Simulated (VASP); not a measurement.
Al2In2Sb4 (ordered alloy cell): computed properties

All values below come from PBEsol GGA, VASP's PBE PAW potentials (set 64) (plane waves; VASP).

```
Item                                                                                                Value
---------------------------------------------  ----------------------------------------------------------
space group                                                                                     R3m (160)
cell                                           a = b = 4.483 Å, c = 43.906 Å, α = β = 90.00°, γ = 120.00°
volume per atom                                                                             31.84 Å³/atom
band gap (over mesh and band path)                                                                0.35 eV
smallest direct gap (over mesh and band path)                                                     0.35 eV
band-edge character                                                                        direct, Γ to Γ
density                                                                                        5.02 g/cm³
```

```cif
data_Al2In2Sb4
_chemical_formula_sum 'In2 Sb4 Al2'
_space_group_name_H-M_alt 'P 1'
_space_group_IT_number 1
_cell_length_a 4.48285
_cell_length_b 4.48285
_cell_length_c 17.92678
_cell_angle_alpha 59.991
_cell_angle_beta 59.991
_cell_angle_gamma 60.000
loop_
_space_group_symop_operation_xyz
  'x, y, z'
loop_
_atom_site_label
_atom_site_type_symbol
_atom_site_fract_x
_atom_site_fract_y
_atom_site_fract_z
_atom_site_occupancy
In1 In 0.00841 0.00841 0.99370 1
In2 In 0.99343 0.99343 0.25493 1
Sb1 Sb 0.24906 0.24906 0.06321 1
Sb2 Sb 0.23442 0.23442 0.32418 1
Sb3 Sb 0.25039 0.25039 0.56221 1
Sb4 Sb 0.26542 0.26542 0.80094 1
Al1 Al 0.99220 0.99220 0.50585 1
Al2 Al 0.00668 0.00668 0.74499 1
```

Unless said otherwise, spin-orbit coupling is left out, though it shifts the bands of the heavy elements here.

The structure was generated: Al2In2Sb4 was put into an ordered model structure (R3m), which need not be its known phase. It was relaxed first. Symmetry was kept, so distortions that lower it aren't found.
